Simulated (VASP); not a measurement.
Input:

```xyz
3
Lattice="-1.6611 1.6611 4.0877 1.6611 -1.6611 4.0877 1.6611 1.6611 -4.0877" Properties=species:S:1:pos:R:3 pbc="T T T"
W      0.0000     0.0000     0.0000
Ge     0.0000     0.0000     2.7592
Ge     0.0000     0.0000     5.4162
```

All values below come from r2SCAN meta-GGA, VASP's PBE PAW potentials (set 64) (plane waves; VASP). Settings: 400 eV cut-off, 14×14×14 Γ-centred mesh, tetrahedra with Blöchl corrections, potentials W_sv Ge_d.

Give the energies of bands 16 to 24 at the high-symmetry points, in eV from the Fermi level.

| band | Γ | X | P | N | M | S | R |
|---|---|---|---|---|---|---|---|
| 16 | -6.73 | -6.75 | -7.42 | -10.54 | -11.75 | -10.33 | -8.59 |
| 17 | -5.08 | -6.70 | -6.38 | -5.79 | -3.18 | -7.85 | -5.83 |
| 18 | -2.92 | -5.96 | -6.38 | -5.03 | -1.97 | -2.77 | -4.95 |
| 19 | -2.75 | -4.78 | -3.17 | -2.66 | -0.88 | -2.63 | -4.52 |
| 20 | -2.75 | -3.10 | -2.40 | -2.44 | -0.88 | -2.52 | -2.96 |
| 21 | 0.63 | -1.78 | -2.40 | -0.07 | -0.52 | 0.00 | -2.27 |
| 22 | 2.46 | 2.72 | -0.39 | 2.47 | -0.52 | 1.91 | 1.89 |
| 23 | 3.34 | 2.76 | 2.72 | 3.32 | 0.68 | 3.43 | 2.22 |
| 24 | 3.34 | 2.84 | 3.49 | 3.34 | 3.10 | 3.74 | 2.61 |

It has no gap at this level: it comes out as a metal or semimetal.

The structure was generated: Ge2W was put into the MoSi2 type (I4/mmm), which need not be its known phase. It was relaxed first.
